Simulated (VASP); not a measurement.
```xyz
4
Lattice="3.4366 0.0000 0.0000 -1.7183 2.9761 0.0000 0.0000 0.0000 9.3754" Properties=species:S:1:pos:R:3 pbc="T T T"
Nb     0.0000     1.9841     0.3519
Nb     1.7183     0.9920     5.0396
Te     0.0000     1.9841     3.1638
Te     1.7183     0.9920     7.8515
```

All values below come from r2SCAN meta-GGA, VASP's PBE PAW potentials (set 64) (plane waves; VASP). Run with 400 eV cut-off, 11×11×4 Γ-centred mesh, tetrahedra with Blöchl corrections, potentials Nb_sv Te.

The cores are frozen, which limits the accuracy of field gradients.

Task: Give the principal components of the electric field gradient (V/Å²) and the asymmetry η at each nucleus.

Result: 
```json
[
 {"atom": "Nb1", "Vxx": "28.5", "Vyy": "28.5", "Vzz": "-57.1", "η": "0.00"},
 {"atom": "Nb2", "Vxx": "28.5", "Vyy": "28.5", "Vzz": "-57.1", "η": "0.00"},
 {"atom": "Te3", "Vxx": "36.9", "Vyy": "36.9", "Vzz": "-73.7", "η": "0.00"},
 {"atom": "Te4", "Vxx": "36.9", "Vyy": "36.9", "Vzz": "-73.7", "η": "0.00"}
]
```

The structure was generated: NbTe was put into the wurtzite type (P6_3mc), which need not be its known phase. It was relaxed first, which changed the volume by -43 %.
